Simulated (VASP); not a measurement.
Data:

```yaml
crystal:
  lattice:
    - [0.00000, 2.22408, 2.22408]
    - [2.22408, 0.00000, 2.22408]
    - [2.22408, 2.22408, 0.00000]
  atoms:
    - { symbol: Nb, position: [0.00000, 0.00000, 0.00000] }
    - { symbol: C, position: [0.50000, 0.50000, 0.50000] }
```

Calculation: PBEsol GGA, VASP's PBE PAW potentials (set 64) (plane waves; VASP). Numerical set-up: 520 eV cut-off, 16×16×16 Γ-centred mesh, tetrahedra with Blöchl corrections, potentials Nb_sv C.

Q: Estimate the energy per atom (σ→0), band gap (on the k-mesh) with the smallest direct gap where there is one.

A: 
```yaml
band gap (on the k-mesh): none (metal, semimetal or under 0.01 eV)
energy per atom (σ→0): -10.929 eV/atom
```

The absolute energy has meaning only against runs of the same code, potentials and settings.

The compound is NbC in the rock salt structure. It was relaxed first. The electron count is odd and the run is not spin-polarised, which forces a metal.
